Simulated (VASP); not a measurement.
Given:

```
CELL_PARAMETERS angstrom
      0.00000     2.95956     2.95956
      2.95956     0.00000     2.95956
      2.95956     2.95956     0.00000
ATOMIC_POSITIONS crystal
  Pb 0.00000 0.00000 0.00000
  S  0.50000 0.50000 0.50000
```

Computed with AM05 GGA, VASP's PBE PAW potentials (set 64) (plane waves; VASP). Run with 520 eV cut-off, Gaussian smearing of 0.050 eV, potentials Pb_d S.

Unless said otherwise, spin-orbit coupling is left out, though it shifts the bands of the heavy elements here.

Task: Give the energies of bands 7 to 13 at the high-symmetry points, in eV from the valence-band maximum.

Result: 
```
band      Γ      X      U      L      W
----  -----  -----  -----  -----  -----
7     -6.04  -7.26  -8.06  -8.94  -8.03
8     -2.20  -5.28  -4.85  -1.80  -4.50
9     -2.20  -3.50  -2.99  -1.80  -4.50
10    -2.20  -3.50  -2.53   0.00  -1.04
11     5.19   3.79   3.30   0.31   2.14
12     5.19   5.59   4.11   1.90   4.65
13     5.19   5.68   5.05   1.90   4.65
```

The gap is direct, 0.31 eV, from the valence maximum at L to the conduction minimum at L.

Measured: gap 0.37 eV (computed value off by -0.06 eV), as given by Wikipedia, List of semiconductor materials.

The compound is PbS in the rock salt structure. It was relaxed first.
